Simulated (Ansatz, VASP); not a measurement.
## Cross-check of Ag (Ag wire along [100], 24 atoms a period) between VASP and Ansatz

Aim: how closely do two programs agree when they are given the same cell, functional and k mesh? Of the first pair: The structure shown is the start of the Ansatz relaxation below; VASP solves that cell, so the two are compared at the walk's first step.

Calculated with Ansatz 0.2.0; plane waves, with VASP 6.6.1 beside it; single point at PBE.

## 1. Set-up

The cell holds 24 atoms: 24 Ag. Its edges and angles: a = 17.175 Å, b = 17.175 Å, c = 4.150 Å, α = 90.0°, β = 90.0°, γ = 90.0°. Vacuum lies along a and b. The structure's axis is c.

## 2. Ansatz: relaxation, PBE

Ansatz runs on its PAW soft_1 files.

The two programs are compared at the cell with which this relaxation starts, whose forces are those of its first step.

The input, input.yaml:

```yaml
crystal:
  lattice:
    - [17.175, 0.0, 0.0]
    - [0.0, 17.175, 0.0]
    - [0.0, 0.0, 4.15]
  atoms:
    - { symbol: Ag, position: [0.197962154, 0.439592431, 0.0] }
    - { symbol: Ag, position: [0.318777293, 0.318777293, 0.0] }
    - { symbol: Ag, position: [0.318777293, 0.560407569, 0.0] }
    - { symbol: Ag, position: [0.439592431, 0.197962154, 0.0] }
    - { symbol: Ag, position: [0.439592431, 0.439592431, 0.0] }
    - { symbol: Ag, position: [0.439592431, 0.681222707, 0.0] }
    - { symbol: Ag, position: [0.560407569, 0.318777293, 0.0] }
    - { symbol: Ag, position: [0.560407569, 0.560407569, 0.0] }
    - { symbol: Ag, position: [0.560407569, 0.802037846, 0.0] }
    - { symbol: Ag, position: [0.681222707, 0.439592431, 0.0] }
    - { symbol: Ag, position: [0.681222707, 0.681222707, 0.0] }
    - { symbol: Ag, position: [0.802037846, 0.560407569, 0.0] }
    - { symbol: Ag, position: [0.197962154, 0.560407569, 0.5] }
    - { symbol: Ag, position: [0.318777293, 0.439592431, 0.5] }
    - { symbol: Ag, position: [0.318777293, 0.681222707, 0.5] }
    - { symbol: Ag, position: [0.439592431, 0.318777293, 0.5] }
    - { symbol: Ag, position: [0.439592431, 0.560407569, 0.5] }
    - { symbol: Ag, position: [0.439592431, 0.802037846, 0.5] }
    - { symbol: Ag, position: [0.560407569, 0.197962154, 0.5] }
    - { symbol: Ag, position: [0.560407569, 0.439592431, 0.5] }
    - { symbol: Ag, position: [0.560407569, 0.681222707, 0.5] }
    - { symbol: Ag, position: [0.681222707, 0.318777293, 0.5] }
    - { symbol: Ag, position: [0.681222707, 0.560407569, 0.5] }
    - { symbol: Ag, position: [0.802037846, 0.439592431, 0.5] }
kpoints:
  mp_grid: { grid: [1, 1, 20] }
scf:
  occupations: { method: fermi_dirac, width: 0.05 }
hamiltonian:
  xc: pbe
  pseudopotentials: { kind: paw, azcp: { folder: soft_1 } }
relax:
  cell: { fix: [a, b, alpha, beta, gamma] }
  max_steps: 45
  f_tol: 0.03
```

Run with:

```bash
$ ansatz run input.yaml --threads 4 --pin off --max-ram 16384MiB --backend cpu --events-out ev --progress --plain --runs-dir out
```

Numbers of over 12 decimals in the logs are rounded to 6 here.

Output:

```text
Engine: ansatz 0.2.0, aarch64-unknown-linux-gnu
Pseudopotentials: kind: paw
Pseudopotential: Ag, paw, valence charge 19, recommended cutoff 420 eV (normal), soft_1/Ag.paw.azcp
Functional definition: PBE
  parameter kappa = 0.804
  parameter beta = 0.066725
  exchange = pbe_x(kappa = kappa, mu = beta*pi^2/3)
  correlation = pbe_c(beta = beta)
Crystal: 24 atoms, lattice volume = 1224.170 Å³
Basis set: ecut = 420 eV, 23877 PW (Γ), exchange–correlation on 240×240×60 points (8 copies of the dense FFT grid, shifted against one another)
Bands: 274, of which v1, the nominal top of the filled ones, is band 228 counted from 1 (227 counted from 0)
Symmetry: 16 space group operations
Space group: P42/mcm (ITA 132), of the structure as read, at distance tolerance 1.1e-4 Å
k-points: 11 of 20
Non-local potential: Ag, projectors of the file, l = 0: 3, l = 1: 2, l = 2: 2, l = 3: 1
PAW form: soft (Blöchl's): semilocal exchange-correlation on the pseudo side does not see the compensation charge
PAW one-centre angular grid: Ag, 590 points (default); XC on 64 Gauss nodes
Initial density: superposition of atomic densities (neutral atoms: chi_scale 0, normalization atom)
Initial wavefunctions: pseudopotential atomic-orbital guess
Functional: x = pbe(κ = 0.804, μ = 0.219515), c = pbe(β = 0.066725)
SCF iter   1: F=—  HF=-182169.853738 eV  |F-HF|=—  |Δ(HF+E_count)|=         —  Δρ=3.17e-2  dr2=1.69e1  ethr=3.10e-3  ⟨swp⟩=6.3  Hψ=11546  notcnv=0  defer=140
preconditioner: auto → LDOS  [metal: Δε(μ)=0.046 eV  Ē_g=7.898 eV  σ=0.050 eV  W_gap=0.22  n_scr=266 (ndim 8)  ℏωp=17.2 eV  f_vac=0.572  D(μ)=9.30/eV (n_scr^D=36)  β→1.0]
SCF iter   2: F=—  HF=-182172.250305 eV  |F-HF|=—  |Δ(HF+E_count)|=    2.40e0  Δρ=4.49e-2  dr2=2.32e1  ethr=3.10e-3  ⟨swp⟩=2.7  Hψ=6269  notcnv=0  defer=376
SCF iter   3: F=—  HF=-182165.621278 eV  |F-HF|=—  |Δ(HF+E_count)|=    6.63e0  Δρ=6.19e-3  dr2=3.39e-1  ethr=3.10e-3  ⟨swp⟩=2.3  Hψ=5108  notcnv=0  defer=367
SCF iter   4: F=—  HF=-182165.586429 eV  |F-HF|=—  |Δ(HF+E_count)|=   3.48e-2  Δρ=1.05e-3  dr2=1.55e-2  ethr=7.44e-5  ⟨swp⟩=2.0  Hψ=5824  notcnv=0  defer=367
SCF iter   5: F=—  HF=-182165.585435 eV  |F-HF|=—  |Δ(HF+E_count)|=   9.94e-4  Δρ=4.66e-4  dr2=2.37e-3  ethr=3.39e-6  ⟨swp⟩=2.0  Hψ=5027  notcnv=0  defer=367
SCF iter   6: F=—  HF=-182165.585742 eV  |F-HF|=—  |Δ(HF+E_count)|=   3.07e-4  Δρ=1.16e-4  dr2=2.26e-4  ethr=5.20e-7  ⟨swp⟩=2.0  Hψ=4499  notcnv=0  defer=367
SCF iter   7: F=—  HF=-182165.585762 eV  |F-HF|=—  |Δ(HF+E_count)|=   1.99e-5  Δρ=3.72e-5  dr2=2.54e-5  ethr=4.95e-8  ⟨swp⟩=2.0  Hψ=4092  notcnv=0  defer=367
SCF iter   8: F=—  HF=-182165.586220 eV  |F-HF|=—  |Δ(HF+E_count)|=   4.58e-4  Δρ=1.11e-5  dr2=1.94e-6  ethr=5.57e-9  ⟨swp⟩=2.0  Hψ=4224  notcnv=0  defer=367
SCF iter   9: F=—  HF=-182165.586221 eV  |F-HF|=—  |Δ(HF+E_count)|=   1.11e-6  Δρ=4.75e-6  dr2=3.32e-7  ethr=4.25e-10  ⟨swp⟩=2.0  Hψ=4108  notcnv=0  defer=367
SCF iter  10: F=-182165.586221 eV  HF=-182165.586221 eV  |F-HF|=8.73e-11  |Δ(HF+E_count)|=   7.66e-8  Δρ=1.48e-6  dr2=2.63e-8  ethr=2.19e-11  ⟨swp⟩=4.7  Hψ=9582  notcnv=0
SCF 1 converged in 10 iterations: F = -182165.586221 eV  dr2 = 2.63e-8
  greatest PAW one-centre occupation: 1.001 electrons in one spin orbital (limit 2), on the Ag atom at site 19 (counted from 0), in its partial waves of l = 0
relax step   1: F+E_penalty+E_count = -182165.58622122 eV  Δ(F+E_penalty+E_count) = +0.000e0 eV  max|allowed force component| = 3.472e-1 eV/Å  Δτ_max = 0.0000 Å  P = -1.153 GPa  Ω = 1224.170 Å³  fix = [a, b, alpha, beta, gamma]  reactions: a -0.883, b -0.883 GPa  (10 SCF iters, dr2 threshold 1.00e-7 eV, accepted)
[...]
relax step   7: F+E_penalty+E_count = -182166.12034626 eV  Δ(F+E_penalty+E_count) = -1.119e-3 eV  max|allowed force component| = 2.542e-3 eV/Å  Δτ_max = 0.0114 Å  P = -0.019 GPa  Ω = 1129.200 Å³  energy of the carried Pulay correction = +1.629e-2 eV  fix = [a, b, alpha, beta, gamma]  reactions: a -0.026, b -0.026 GPa  (9 SCF iters, accepted)
[...]
relax step   8: F+E_penalty+E_count = -182166.10372549 eV  Δ(F+E_penalty+E_count) = +1.662e-2 eV  max|allowed force component| = 3.333e-3 eV/Å  Δτ_max = 0.0000 Å  P = -0.017 GPa  Ω = 1129.200 Å³  fix = [a, b, alpha, beta, gamma]  reactions: a -0.022, b -0.022 GPa  stress off target by 7.46e-3 GPa on what of the cell is left free  SCF on the basis re-selected at this cell (its energy is not comparable with the rows above)  (7 SCF iters)
basis re-selected at this cell: Δ(F+E_penalty+E_count) = +1.662e-2 eV, ΔP = +0.002 GPa vs the last step (what re-selecting the basis moved, of the pressure what is left beyond the Pulay correction that the steps carried, after the strain that the cell walked since its last selection, with what the two solves' SCF thresholds leave and, on support functions, any second-order correction that the steps lacked; it is no measure of the basis error at this ecutwfc). The dense FFT grid was sized anew with the basis: this SCF ran on 120×120×27 points, the steps before it on 120×120×30, so part of this shift can come from that change (see relax.cell in the input reference). [rest of the remark cut]
SCF converged after 7 iterations
Free energy (F): -182166.103725 eV
Harris-Foulkes:  -182166.103725 eV  (|F-HF|=3.20e-10)
Internal energy: -182166.055995 eV  (E = F + TS)
E sigma→0 (E₀):  -182166.079860 eV
Entropy (-TS):   -0.047731 eV (-1.989 meV/atom)
Fermi energy:    3.744631 eV
--- Per-component energies (eV) ---
  E_band       = -11732.957312
  E_kinetic    = 11227.791377
  E_local      = -365569.638755  (includes V_loc(G=0)·N_el)
  E_nonlocal   = 771.023733
  E_hartree    = 179341.530630
  E_xc         = -3800.007222
  E_vxc        = -4806.677136  (∫ρ·V_xc dr)
  E_paw        = -94949.321966  (= ΣΔE_a)
  E_vpaw       = -12038.524088  (= ΣTr[D̂ρ^β])
  E_aug_tail   = 0.008961  (compensation charges beyond the density's cutoff)
  E_ewald      = 90812.557246
  E_smearing   = -0.047731  (= −TS)
  E_closure    = -0.000000  (closes the sum)
  Σ components = -182166.103725   (vs F -182166.103725, Δ=0.00e0)
--- Forces (eV/Å), atoms counted from 1 ---
  atom   1  Ag    -0.00333257     0.00043950     0.00000000
  atom   2  Ag    -0.00114898    -0.00114898     0.00000000
  atom   3  Ag     0.00076329    -0.00124957     0.00000000
  atom   4  Ag     0.00043950    -0.00333257     0.00000000
  atom   5  Ag    -0.00088397    -0.00088397     0.00000000
  atom   6  Ag     0.00124957    -0.00076329     0.00000000
  atom   7  Ag    -0.00124957     0.00076329     0.00000000
  atom   8  Ag     0.00088397     0.00088397     0.00000000
  atom   9  Ag    -0.00043950     0.00333257     0.00000000
  atom  10  Ag    -0.00076329     0.00124957     0.00000000
  atom  11  Ag     0.00114898     0.00114898     0.00000000
  atom  12  Ag     0.00333257    -0.00043950     0.00000000
  atom  13  Ag    -0.00333257    -0.00043950     0.00000000
  atom  14  Ag     0.00076329     0.00124957     0.00000000
  atom  15  Ag    -0.00114898     0.00114898     0.00000000
  atom  16  Ag     0.00124957     0.00076329     0.00000000
  atom  17  Ag    -0.00088397     0.00088397     0.00000000
  atom  18  Ag     0.00043950     0.00333257     0.00000000
  atom  19  Ag    -0.00043950    -0.00333257     0.00000000
  atom  20  Ag     0.00088397    -0.00088397     0.00000000
  atom  21  Ag    -0.00124957    -0.00076329     0.00000000
  atom  22  Ag     0.00114898    -0.00114898     0.00000000
  atom  23  Ag    -0.00076329    -0.00124957     0.00000000
  atom  24  Ag     0.00333257     0.00043950     0.00000000
  max |Σ_I F_I| component: 2.17e-18 eV/Å
--- Stress (GPa, compression-positive) ---
       -0.021866       0.000000       0.000000
        0.000000      -0.021866       0.000000
        0.000000       0.000000      -0.007463
  P = ⅓ Tr σ = -0.0171 GPa (-0.171 kbar)
--- Relaxed structure (7 steps of the walk, 7 accepted, 1 SCFs on fresh bases) ---
  F+E_penalty+E_count = -182166.10372549 eV   max|allowed force component| = 3.333e-3 eV/Å   (the final SCF, on the basis selected at the relaxed cell)
  cell:  # Å, volume = 1129.1997 Å³
    - [17.175, 0.0, 0.0]
    - [0.0, 17.175, 0.0]
    - [0.0, 0.0, 3.828047]
  atoms:
    - { symbol: Ag, position: [0.194295, 0.438551, 0.0] }
    - { symbol: Ag, position: [0.314233, 0.314233, 0.0] }
    - { symbol: Ag, position: [0.313318, 0.563410, 0.0] }
    - { symbol: Ag, position: [0.438551, 0.194295, 0.0] }
    - { symbol: Ag, position: [0.437756, 0.437756, 0.0] }
    - { symbol: Ag, position: [0.436590, 0.686682, 0.0] }
    - { symbol: Ag, position: [0.563410, 0.313318, 0.0] }
    - { symbol: Ag, position: [0.562244, 0.562244, 0.0] }
    - { symbol: Ag, position: [0.561449, 0.805705, 0.0] }
    - { symbol: Ag, position: [0.686682, 0.436590, 0.0] }
    - { symbol: Ag, position: [0.685767, 0.685767, 0.0] }
    - { symbol: Ag, position: [0.805705, 0.561449, 0.0] }
    - { symbol: Ag, position: [0.194295, 0.561449, 0.5] }
    - { symbol: Ag, position: [0.313318, 0.436590, 0.5] }
    - { symbol: Ag, position: [0.314233, 0.685767, 0.5] }
    - { symbol: Ag, position: [0.436590, 0.313318, 0.5] }
    - { symbol: Ag, position: [0.437756, 0.562244, 0.5] }
    - { symbol: Ag, position: [0.438551, 0.805705, 0.5] }
    - { symbol: Ag, position: [0.561449, 0.194295, 0.5] }
    - { symbol: Ag, position: [0.562244, 0.437756, 0.5] }
    - { symbol: Ag, position: [0.563410, 0.686682, 0.5] }
    - { symbol: Ag, position: [0.685767, 0.314233, 0.5] }
    - { symbol: Ag, position: [0.686682, 0.563410, 0.5] }
    - { symbol: Ag, position: [0.805705, 0.438551, 0.5] }
```

In the SCF lines HF is the Harris–Foulkes energy and dr2 the Hartree energy of the density residual, in eV; the loop may stop once dr2 is under the threshold and the program's other checks hold. Hψ counts applications of the Hamiltonian.

(Part 1 of 3 ends here.)

[Lines on the potential files, build, host, timing and source positions are cut from VASP's logs without a mark.]

[Logs are printed without paths, hosts, clocks, repeated set-up lines and the standing remarks that a program may print on its own settings, such as how far it seeks lower states.]

[Hosts, paths, dates, database ids (printed as entryN), source tags and the programs' standing remarks are cut or masked in the printed files.]
